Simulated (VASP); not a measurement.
All values below come from r2SCAN+rVV10, VASP's PBE PAW potentials (set 64) (plane waves; VASP).

VASP ran on this input.

File KPOINTS:
```
Automatic mesh
0
Gamma
12 12 7
0 0 0
```

**INCAR**
```
# general
SYSTEM    =  Mg
PREC      =  Accurate
ENCUT     =  520   # plane-wave cut-off (eV)
LREAL     =  F   # projection in real space or not
LASPH     =  T   # aspherical one-centre terms

# electronic loop
EDIFF     =  1E-6
NELM      =  100   # most electronic steps
ALGO      =  Normal   # blocked Davidson
LMIXTAU   =  T

# smearing
ISMEAR    =  1   # Methfessel-Paxton
SIGMA     =  0.1   # width (eV)

# functional
METAGGA   =  R2SCAN
LUSE_VDW  =  T
BPARAM    =  11.95
CPARAM    =  0.0093

# ions
IBRION    =  2   # conjugate gradients
NSW       =  60
ISIF      =  3   # ions, shape and volume
EDIFFG    =  -0.01   # ionic stop

# output
LWAVE     =  F
LCHARG    =  F
```

POSCAR:
```
Mg
1.0
  1.5901696536  -2.7542550739   0.0000000000
  1.5901696536   2.7542550739   0.0000000000
  0.0000000000   0.0000000000   5.0921793039
Mg
2
Cartesian
  1.5901696536   0.9180868608   1.2730448260
  1.5901696536  -0.9180868608   3.8191344779
```

POTCAR, in this order: Mg (PBE.64 set). Program: vasp_std.

Problem. What will the output report for the number of irreducible k-points (NKPTS), largest plane-wave count, number of space-group operations, FFT grid (NGX, NGY, NGZ)?

Solution. 
```
Item                                           Value
--------------------------------------  ------------
number of irreducible k-points (NKPTS)            76
largest plane-wave count                        1218
number of space-group operations                  24
FFT grid (NGX, NGY, NGZ)                24 × 24 × 40
```

The compound is Mg in the hcp structure. It was relaxed first. The start is the result of an earlier pass.
